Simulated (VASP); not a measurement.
Output of a VASP run:

File OSZICAR:
```
...
DAV:   7    -0.182127657843E+02    0.19181E-06   -0.31895E-06   854   0.163E-02
   9 F= -.18212766E+02 E0= -.18212481E+02  d E =-.796252E-03
       N       E                     dE             d eps       ncg     rms          rms(c)
DAV:   1    -0.182363392238E+02   -0.23573E-01   -0.14669E+00   960   0.884E+00    0.116E+00
DAV:   2    -0.182167499696E+02    0.19589E-01   -0.12482E-01  1009   0.365E+00    0.634E-01
DAV:   3    -0.182132230125E+02    0.35270E-02   -0.70900E-03  1149   0.892E-01    0.254E-01
DAV:   4    -0.182121813060E+02    0.10417E-02   -0.60877E-03  1009   0.494E-01    0.123E-01
DAV:   5    -0.182121649975E+02    0.16308E-04   -0.35733E-04  1142   0.143E-01    0.669E-02
DAV:   6    -0.182121611004E+02    0.38972E-05   -0.40076E-05  1198   0.623E-02    0.331E-02
DAV:   7    -0.182121611357E+02   -0.35322E-07   -0.10949E-05  1198   0.286E-02    0.859E-03
DAV:   8    -0.182121610460E+02    0.89685E-07   -0.11588E-06   536   0.108E-02
  10 F= -.18212161E+02 E0= -.18211894E+02  d E =-.191513E-03
       N       E                     dE             d eps       ncg     rms          rms(c)
DAV:   1    -0.182269211358E+02   -0.14760E-01   -0.86411E-01   960   0.682E+00    0.919E-01
DAV:   2    -0.182156027285E+02    0.11318E-01   -0.72864E-02  1016   0.283E+00    0.506E-01
DAV:   3    -0.182135264291E+02    0.20763E-02   -0.40864E-03  1142   0.681E-01    0.213E-01
DAV:   4    -0.182128638287E+02    0.66260E-03   -0.40524E-03  1016   0.400E-01    0.978E-02
DAV:   5    -0.182128473362E+02    0.16493E-04   -0.25077E-04  1093   0.117E-01    0.518E-02
DAV:   6    -0.182128460232E+02    0.13129E-05   -0.27703E-05  1240   0.524E-02    0.264E-02
DAV:   7    -0.182128452123E+02    0.81097E-06   -0.83493E-06  1121   0.244E-02
  11 F= -.18212845E+02 E0= -.18212568E+02  d E =-.875680E-03
       N       E                     dE             d eps       ncg     rms          rms(c)
DAV:   1    -0.182140121868E+02   -0.11662E-02   -0.21788E-02   967   0.137E+00    0.238E-01
DAV:   2    -0.182131396526E+02    0.87253E-03   -0.35158E-03  1009   0.676E-01    0.138E-01
DAV:   3    -0.182130034759E+02    0.13618E-03   -0.26274E-04  1072   0.176E-01    0.543E-02
DAV:   4    -0.182129733563E+02    0.30120E-04   -0.18569E-04   981   0.859E-02    0.256E-02
DAV:   5    -0.182129732121E+02    0.14423E-06   -0.50746E-06  1197   0.215E-02
  12 F= -.18212973E+02 E0= -.18212695E+02  d E =-.128000E-03
       N       E                     dE             d eps       ncg     rms          rms(c)
DAV:   1    -0.182130007611E+02   -0.27405E-04   -0.49186E-04  1002   0.205E-01    0.357E-02
DAV:   2    -0.182129809729E+02    0.19788E-04   -0.83507E-05  1016   0.104E-01    0.214E-02
DAV:   3    -0.182129778631E+02    0.31098E-05   -0.61878E-06  1023   0.275E-02    0.827E-03
DAV:   4    -0.182129771736E+02    0.68950E-06   -0.42241E-06   967   0.127E-02
  13 F= -.18212977E+02 E0= -.18212699E+02  d E =-.131961E-03
       N       E                     dE             d eps       ncg     rms          rms(c)
DAV:   1    -0.182130318440E+02   -0.53981E-04   -0.10997E-03   960   0.236E-01    0.183E-02
DAV:   2    -0.182130229454E+02    0.88986E-05   -0.65451E-05  1262   0.582E-02    0.111E-02
DAV:   3    -0.182130213586E+02    0.15868E-05   -0.74222E-06  1051   0.251E-02    0.643E-03
DAV:   4    -0.182130208373E+02    0.52136E-06   -0.79749E-07   564   0.778E-03
  14 F= -.18213021E+02 E0= -.18212743E+02  d E =-.436637E-04
```

OUTCAR:
```
------------------------ aborting loop because EDIFF is reached ----------------------------------------
  FORCE on cell =-STRESS in cart. coord.  units (eV):
  Direction    XX          YY          ZZ          XY          YZ          ZX
  --------------------------------------------------------------------------------------
  Total        0.0067239      0.0067239     -0.0332234     -0.0000000      0.0000000     -0.0000000
  in kB        0.2159782      0.2159782     -1.0671623     -0.0000000      0.0000000     -0.0000000
  external PRESSURE =      -0.2117353 kB  Pullay stress =       0.0000000 kB
  volume of cell :       49.88
      direct lattice vectors                 reciprocal lattice vectors
     3.560456783 -0.000000000  0.000000000     0.280862839  0.162156235 -0.000000000
    -1.780228391  3.083446032 -0.000000000     0.000000000  0.324312470 -0.000000000
     0.000000000  0.000000000  4.543406535    -0.000000000  0.000000000  0.220099168
 POSITION                                       TOTAL-FORCE (eV/Angst)
 -----------------------------------------------------------------------------------
     -1.78023      3.08345     -0.00000         0.000000     -0.000000      0.000000
      1.78023      1.02781      3.35406         0.000000      0.000000      0.014523
     -0.00000      2.05563      1.18935        -0.000000     -0.000000     -0.014523
 -----------------------------------------------------------------------------------
    total drift:                               -0.000000     -0.000000      0.000000
  FREE ENERGIE OF THE ION-ELECTRON SYSTEM (eV)
  ---------------------------------------------------
  free  energy   TOTEN  =       -18.2130208373 eV

  energy  without entropy=      -18.2124648409  energy(sigma->0) =      -18.21274284

 reached required accuracy - stopping structural energy minimisation
```
(Selected blocks of OUTCAR.)

**POSCAR**
```
PtS2
1
    3.5575297963    -0.0000000000     0.0000000000
   -1.7787648982     3.0809111869    -0.0000000000
    0.0000000000    -0.0000000000     4.6508198019
Pt S
1 2
Direct
  0.0000000000   0.0000000000   0.0000000000
  0.6666670000   0.3333330000   0.7449501602
  0.3333330000   0.6666670000   0.2550498398
```

Question: Reconstruct the remaining input files.

Answer: Several could match; the one computed here: the input of the run itself, LDA (Ceperley-Alder, Perdew-Zunger), plane waves, VASP's LDA PAW potentials (set 64).

**KPOINTS**
```
Automatic mesh
0
Gamma
7 7 5
0 0 0
```

### INCAR
```
ALGO=Normal
EDIFF=1E-6
EDIFFG=-0.02
ENCUT=400
IBRION=2
ISIF=3
ISMEAR=0
LASPH=.TRUE.
LCHARG=.FALSE.
LMAXMIX=6
LREAL=.FALSE.
LWAVE=.FALSE.
NELM=100
NSW=60
PREC=Accurate
SIGMA=0.05
SYSTEM=PtS2
```

POTCAR, in this order: Pt S (LDA.64 set). Program: vasp_std.

Energy and stress use the plane-wave basis of the starting cell.

The structure comes from a computed database's PtS2 entry (P-3m1); how it stands against other phases isn't given here. This run relaxes it. Symmetry was kept, so distortions that lower it aren't found. The start is the result of an earlier pass.
